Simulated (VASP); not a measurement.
Crystal: Ti2SnTe2.

```
Ti Sn Te
1.0
     4.50658    0.00000    0.00000
    -2.25329    3.90281    0.00000
     0.00000    0.00000    7.30600
Ti Sn Te
2 1 2
Direct
  0.00000 0.00000 0.35309
  0.00000 0.00000 0.64691
  0.00000 0.00000 0.00000
  0.33333 0.66667 0.45075
  0.66667 0.33333 0.54925
```

The cell was built by a generator and needn't be a form met in nature.

* Program: VASP 6.6.1
* Task: relaxation of cell and atoms
* Functional: PBE
* Potentials or basis: VASP PAW PBE potentials, release 64 (Ti_sv, Sn_d, Te)
* Cutoff: 520 eV
* k mesh: 4 × 4 × 2
* Occupations: gaussian, width 0.15 eV
* Spin: no spin polarisation

At the start: pressure 21.4 GPa; volume 25.70 Å³/atom.

**Question.** How do energy, volume and symmetry change on relaxing?

**Answer.** Over 24 steps the energy falls by 913.4 meV/atom and the volume is 30.80 Å³/atom (+19.9 %); space group P-3m1 (No. 164, to 0.05 Å).

The path:
```
step  energy change (eV)  largest force (eV/Å)  pressure (GPa)  volume (Å³)
   1              0.0000                2.6647           21.41       128.50
   2             94.5304                3.8948           38.06       203.31
   3             45.7100                1.6202          -11.01       585.19
   4            260.0453               17.1482          -40.68       367.26
   5             20.3649                1.3439           -5.77       246.03
   6              0.5924                1.3206           -4.69       238.80
   7             -1.4532                0.8776           -6.48       218.01
   8             -1.7356                0.8200           -5.81       210.58
   9             -1.8671                0.8590           -5.63       206.92
  10             -3.0031                1.5734           -0.20       165.95
  11             -3.0215                1.6918            0.82       161.40
  12             -3.3737                1.7518            0.79       159.08
  13             -3.9045                1.1738            2.83       151.47
  14             -4.1198                0.8287            1.65       154.34
  15             -4.2964                0.6449           -0.24       158.56
  16             -4.2772                0.5394           -3.20       167.23
  17             -4.3411                0.5707           -1.58       162.52
  18             -4.4522                0.5033           -1.14       159.04
  19             -4.5446                0.3391           -0.18       154.19
  20             -4.5527                0.1801            0.47       151.87
  21             -4.5537                0.3407            0.39       152.46
  22             -4.5619                0.1710            0.19       153.32
  23             -4.5643                0.0407           -0.08       154.12
  24             -4.5672                0.0266           -0.15       154.01
```

Final structure:
```yaml
crystal:
  lattice:
    - [4.70895, 0.00000, 0.00000]
    - [-2.35448, 4.07807, 0.00000]
    - [0.00000, 0.00000, 8.02002]
  atoms:
    - { symbol: Ti, position: [0.00000, 0.00000, 0.34150] }
    - { symbol: Ti, position: [0.00000, 0.00000, 0.65850] }
    - { symbol: Sn, position: [0.00000, 0.00000, 0.00000] }
    - { symbol: Te, position: [0.33333, 0.66667, 0.33109] }
    - { symbol: Te, position: [0.66667, 0.33333, 0.66891] }
```

Caveat: the k mesh is coarse (spacing up to 0.43 Å⁻¹), so the values aren't converged; the volume moved by over 15 % at a fixed basis, so the end points are rough.
